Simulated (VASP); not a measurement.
```
MgS
1.0
    0.00000     2.60440     2.60440
    2.60440     0.00000     2.60440
    2.60440     2.60440     0.00000
Mg S
1 1
Direct
  0.00000   0.00000   0.00000
  0.50000   0.50000   0.50000
```

Method: PBE GGA, VASP's PBE PAW potentials (set 64) (plane waves; VASP). Run with 300 eV cut-off, 11×11×11 Γ-centred mesh, Gaussian smearing of 0.010 eV, potentials Mg S.

Problem. What does the run give for the energy per atom (σ→0)?

Solution. 
The energy per atom (σ→0) is -4.250 eV/atom.

Only differences to runs with the same potentials and settings are physical.

The structure comes from a computed database's MgS entry; how it stands against other phases isn't given here. The cell was not relaxed at this level.
